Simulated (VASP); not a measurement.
An input for Ansatz (written as the equivalent of a VASP run, and not itself run):

Ansatz 0.2 input:
```yaml
crystal:
  lattice:
    - [2.6478624, 0.0000000, 0.0000000]
    - [0.0000000, 2.6478624, 0.0000000]
    - [0.0000000, 0.0000000, 2.6478624]
  atoms:
    - { symbol: Zn, position: [0.0000000, 0.0000000, 0.0000000] }
    - { symbol: O, position: [0.5000000, 0.5000000, 0.5000000] }
kpoints:
  mp_grid: { grid: [12, 12, 12] }
hamiltonian:
  xc: r2scan
  pseudopotentials: { kind: paw }
scf:
  occupations: { method: methfessel_paxton, width: 0.1 }
  max_iter: 100
relax:
  max_steps: 60
  f_tol: 0.01
  cell: {}
output: { forces: true, stress: true, eigenvalues: true }
```

Problem. Translate this input to VASP (INCAR, KPOINTS, POSCAR, choice of POTCAR).

Solution. One answer among several that fit: 
POSCAR:
```
ZnO
1
    2.6478623542    -0.0000000000     0.0000000000
    0.0000000000     2.6478623542     0.0000000000
    0.0000000000    -0.0000000000     2.6478623542
Zn O
1 1
Direct
  0.0000000000   0.0000000000   0.0000000000
  0.5000000000   0.5000000000   0.5000000000
```

INCAR:
```
# general
SYSTEM   =  ZnO
PREC     =  Accurate
ENCUT    =  520   # plane-wave cut-off (eV)
LREAL    =  .FALSE.   # projection in real space or not
LASPH    =  .TRUE.

# electronic loop
EDIFF    =  1E-6
NELM     =  100   # most electronic steps
ALGO     =  Normal   # blocked Davidson
LMAXMIX  =  4   # l cut-off of mixed one-centre charges
LMIXTAU  =  .TRUE.

# smearing
ISMEAR   =  1   # Methfessel-Paxton
SIGMA    =  0.1

# functional
METAGGA  =  R2SCAN

# ions
IBRION   =  2   # conjugate gradients
NSW      =  60
ISIF     =  3   # ions, shape and volume
EDIFFG   =  -0.01   # ionic stop

# output
LWAVE    =  .FALSE.
LCHARG   =  .FALSE.
```

### KPOINTS
```
Automatic mesh
0
Gamma
12 12 12
0 0 0
```

POTCAR, in this order: Zn O (PBE.64 set). Program: vasp_std.

The two are equivalent in intent, not identical: each code has its own PAW files, so the cut-off isn't converted (ENCUT is set for VASP's; basis.ecutwfc is left out, and Ansatz then takes the one that its files recommend); Ansatz stops its SCF on the density residual and VASP on the energy change (EDIFF).

The structure was generated: ZnO was put into the CsCl type (Pm-3m), which need not be its known phase. This run relaxes it. Symmetry was kept, so distortions that lower it aren't found. The start is the result of an earlier pass.
